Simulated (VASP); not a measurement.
Computed with r2SCAN meta-GGA, VASP's PBE PAW potentials (set 64) (plane waves; VASP 6.6.1).

The input files of a VASP run:

**INCAR**
```
! general
SYSTEM  = Pt3Ti
PREC    = Normal
ENCUT   = 400   ! plane-wave cut-off (eV)
LREAL   = .False.   ! projection in real space or not
LASPH   = .True.   ! aspherical one-centre terms

! electronic loop
EDIFF   = 1E-5   ! SCF stop (eV)
NELM    = 100
NELMIN  = 4
ALGO    = Normal   ! blocked Davidson
LMAXMIX = 6   ! l cut-off of mixed one-centre charges
LMIXTAU = .True.

! smearing
ISMEAR  = 1   ! Methfessel-Paxton
SIGMA   = 0.1   ! width (eV)

! functional
METAGGA = R2SCAN

! ions
IBRION  = 2
NSW     = 20
ISIF    = 2   ! forces and stress, cell fixed
EDIFFG  = -0.03   ! ionic stop

! output
LWAVE   = .False.
LCHARG  = .False.
```

File POSCAR:
```
Pt3Ti
1
    3.9251585119     0.0000000000     0.0000000000
    0.0000000000     3.9251585119     0.0000000000
    0.0000000000     0.0000000000     3.9251585119
Ti Pt
1 3
Direct
  0.0000000000   0.0000000000   0.0000000000
  0.0000000000   0.5000000000   0.5000000000
  0.5000000000   0.0000000000   0.5000000000
  0.5000000000   0.5000000000   0.0000000000
```

File KPOINTS:
```
Automatic mesh
0
Gamma
11 11 11
0 0 0
```

POTCAR, in this order: Ti_sv Pt (PBE.64 set). Program: vasp_std.

What VASP printed:

**OUTCAR**
```
 ion  position               nearest neighbor table
   1  0.000  0.000  0.000-   2 2.78   3 2.78   4 2.78   2 2.78   3 2.78   2 2.78   4 2.78   2 2.78
                             3 2.78   4 2.78   3 2.78   4 2.78
   2  0.000  0.500  0.500-   1 2.78   3 2.78   4 2.78   1 2.78   4 2.78   1 2.78   3 2.78   1 2.78
                             3 2.78   4 2.78   4 2.78   3 2.78
   3  0.500  0.000  0.500-   1 2.78   2 2.78   4 2.78   1 2.78   4 2.78   2 2.78   4 2.78   4 2.78
                             1 2.78   2 2.78   1 2.78   2 2.78
   4  0.500  0.500  0.000-   1 2.78   2 2.78   3 2.78   2 2.78   3 2.78   1 2.78   3 2.78   3 2.78
                             1 2.78   2 2.78   2 2.78   1 2.78
  LATTYP: Found a simple cubic cell.
 ALAT       =     3.9251585119
 Subroutine PRICEL returns:
 Original cell was already a primitive cell.
 Subroutine GETGRP returns: Found 48 space group operations
The static configuration has the point symmetry O_h .
The dynamic configuration has the point symmetry O_h .
 Subroutine INISYM returns: Found 48 space group operations
 Subroutine IBZKPT returns following result:
 Found     56 irreducible k-points:

 Following reciprocal coordinates:
            Coordinates               Weight
  0.000000  0.000000  0.000000      1.000000
  0.090909  0.000000  0.000000      6.000000
  0.181818  0.000000  0.000000      6.000000
  0.272727  0.000000  0.000000      6.000000
  0.363636  0.000000  0.000000      6.000000
  0.454545  0.000000  0.000000      6.000000
  0.090909  0.090909  0.000000     12.000000
  0.181818  0.090909  0.000000     24.000000
  0.272727  0.090909  0.000000     24.000000
  0.363636  0.090909  0.000000     24.000000
  0.454545  0.090909  0.000000     24.000000
  0.181818  0.181818  0.000000     12.000000
  0.272727  0.181818  0.000000     24.000000
  0.363636  0.181818  0.000000     24.000000
  0.454545  0.181818  0.000000     24.000000
  0.272727  0.272727  0.000000     12.000000
  0.363636  0.272727  0.000000     24.000000
  0.454545  0.272727  0.000000     24.000000
...
```

### OSZICAR
```
       N       E                     dE             d eps       ncg     rms          rms(c)
DAV:   1     0.194282273008E+03    0.19428E+03   -0.18648E+04  2800   0.154E+03
DAV:   2    -0.156208827982E+03   -0.35049E+03   -0.34340E+03  3046   0.416E+02
DAV:   3    -0.185326805226E+03   -0.29118E+02   -0.28499E+02  3978   0.106E+02
DAV:   4    -0.186305072793E+03   -0.97827E+00   -0.97463E+00  3508   0.201E+01
DAV:   5    -0.186332239417E+03   -0.27167E-01   -0.27151E-01  3972   0.332E+00    0.228E+01
DAV:   6    -0.171553377325E+03    0.14779E+02   -0.22214E+01  3967   0.454E+01    0.960E+00
DAV:   7    -0.171890928434E+03   -0.33755E+00   -0.16660E+01  3901   0.273E+01    0.948E+00
DAV:   8    -0.170812456528E+03    0.10785E+01   -0.27361E+00  3778   0.986E+00    0.378E+00
DAV:   9    -0.171275182254E+03   -0.46273E+00   -0.31976E+00  3979   0.113E+01    0.401E+00
DAV:  10    -0.171138514023E+03    0.13667E+00   -0.21618E+00  3919   0.108E+01    0.110E+00
DAV:  11    -0.171138801937E+03   -0.28791E-03   -0.10507E-01  4188   0.198E+00    0.224E-01
DAV:  12    -0.171137221478E+03    0.15805E-02   -0.35794E-03  3379   0.418E-01    0.193E-01
DAV:  13    -0.171138355607E+03   -0.11341E-02   -0.35563E-03  3199   0.483E-01    0.130E-01
DAV:  14    -0.171140126160E+03   -0.17706E-02   -0.19838E-03  3390   0.262E-01    0.399E-02
DAV:  15    -0.171140084680E+03    0.41480E-04   -0.75139E-05  3366   0.592E-02    0.379E-02
DAV:  16    -0.171140144653E+03   -0.59973E-04   -0.20147E-04  3405   0.879E-02    0.131E-02
DAV:  17    -0.171140157321E+03   -0.12669E-04   -0.49143E-05  3199   0.550E-02    0.107E-02
DAV:  18    -0.171140157624E+03   -0.30248E-06   -0.11503E-06  1477   0.814E-03
   1 F= -.17114016E+03 E0= -.17114022E+03  d E =-.171140E+03
```

**OUTCAR**
```
------------------------ aborting loop because EDIFF is reached ----------------------------------------
  FORCE on cell =-STRESS in cart. coord.  units (eV):
  Direction    XX          YY          ZZ          XY          YZ          ZX
  --------------------------------------------------------------------------------------
  Total       -0.1227402     -0.1227402     -0.1227402     -0.0000000     -0.0000000     -0.0000000
  in kB       -3.2518140     -3.2518140     -3.2518140     -0.0000000     -0.0000000     -0.0000000
  external PRESSURE =      -3.2518140 kB  Pullay stress =       0.0000000 kB
  volume of cell :       60.47
      direct lattice vectors                 reciprocal lattice vectors
     3.925158512  0.000000000  0.000000000     0.254766781  0.000000000  0.000000000
     0.000000000  3.925158512  0.000000000     0.000000000  0.254766781  0.000000000
     0.000000000  0.000000000  3.925158512     0.000000000  0.000000000  0.254766781
 POSITION                                       TOTAL-FORCE (eV/Angst)
 -----------------------------------------------------------------------------------
      0.00000      0.00000      0.00000         0.000000      0.000000      0.000000
      0.00000      1.96258      1.96258         0.000000      0.000000      0.000000
      1.96258      0.00000      1.96258         0.000000      0.000000      0.000000
      1.96258      1.96258      0.00000         0.000000      0.000000      0.000000
 -----------------------------------------------------------------------------------
    total drift:                               -0.000000      0.000000     -0.000000
  FREE ENERGIE OF THE ION-ELECTRON SYSTEM (eV)
  ---------------------------------------------------
  free  energy   TOTEN  =      -171.1401576240 eV

  energy  without entropy=     -171.1403411367  energy(sigma->0) =     -171.14021879

 reached required accuracy - stopping structural energy minimisation
```
(Selected blocks of OUTCAR.)

The compound is Pt3Ti in the L1_2 structure. It was relaxed first.
